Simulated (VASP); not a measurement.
The system is YNb.

```
Y Nb
1.0
     0.00000    2.95774    2.95774
     2.95774    0.00000    2.95774
     2.95774    2.95774    0.00000
Y Nb
1 1
Direct
  0.50000 0.50000 0.50000
  0.00000 0.00000 0.00000
```

The cell was built by a generator and needn't be a form met in nature.

```yaml
Program: VASP 6.6.1
Task: single point
Functional: PBE
Potentials_or_basis: VASP PAW PBE potentials, release 64 (Y_sv, Nb_sv)
Cutoff: 520 eV
k_mesh: 8 × 8 × 8
Occupations: fermi-dirac, width 0.05 eV
Spin: no spin polarisation
```

On this cell: pressure -0.1 GPa; largest force zero by symmetry; band gap on the k mesh none (metal or under the smearing width).

The same run follows on a disturbed copy (atoms moved at random, drawn with an rms of 0.05 Å):

```xyz
2
Lattice="0.0000 2.9577 2.9577 2.9577 0.0000 2.9577 2.9577 2.9577 0.0000" Properties=species:S:1:pos:R:3 pbc="T T T"
Y     2.9532    2.9768    2.9376
Nb    0.0015    0.0080    0.0149
```

Question: What does the disturbed cell give?

Answer: The energy (extrapolated to zero smearing) moves by +1.9 meV/atom; pressure -0.1 GPa; largest force 0.216 eV/Å; band gap on the k mesh none (metal or under the smearing width).

Forces in eV/Å, atoms in the order of the input:
```
Y    0.035 -0.064  0.204
Nb  -0.035  0.064 -0.204
```

Stress tensor (GPa, compression positive):
```
-0.11  0.01 -0.02
 0.01 -0.11  0.04
-0.02  0.04 -0.02
```
